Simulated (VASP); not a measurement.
Energy against volume of W (bcc). Calculation: optB88-vdW, VASP's PBE PAW potentials (set 64) (plane waves; VASP 6.6.1). Numerical set-up: 520 eV cut-off, 16×16×16 Γ-centred mesh, first-order Methfessel-Paxton smearing of 0.10 eV, potentials W_sv.

| V (Å³/atom) | E (eV/atom) |
|---|---|
| 15.199 | -9.58244 |
| 15.684 | -9.62806 |
| 16.169 | -9.64117 |
| 16.654 | -9.62664 |

Fit these four points and predict the energy of the run at 17.139 Å³/atom.

A cubic in V^(−2/3), the third-order Birch-Murnaghan form, passes through the four points with V0 = 16.14 Å³/atom and B0 = 306 GPa, and gives -9.5885 eV/atom there. The run gave -9.5885 eV/atom, +0.0 meV/atom from the fit; all five points give B0 = 306 GPa.

The compound is W in the bcc structure. It was relaxed first.
